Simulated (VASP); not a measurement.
Energy against volume of Ag (fcc). Level of theory: MS2 meta-GGA, VASP's PBE PAW potentials (set 64) (plane waves; VASP 6.6.1). Settings: 520 eV cut-off, 15×15×15 Γ-centred mesh, first-order Methfessel-Paxton smearing of 0.10 eV, potentials Ag.

| V (Å³/atom) | E (eV/atom) |
|---|---|
| 16.284 | -0.19120 |
| 16.787 | -0.19727 |
| 17.291 | -0.19232 |
| 17.794 | -0.17833 |

Fit these four points and predict the energy of the run at 15.780 Å³/atom.

A cubic in V^(−2/3), the third-order Birch-Murnaghan form, passes through the four points with V0 = 16.80 Å³/atom and B0 = 116 GPa, and gives -0.1717 eV/atom there. The run gave -0.1718 eV/atom, -0.1 meV/atom from the fit; all five points give B0 = 116 GPa.

The compound is Ag in the fcc structure. It was relaxed first.
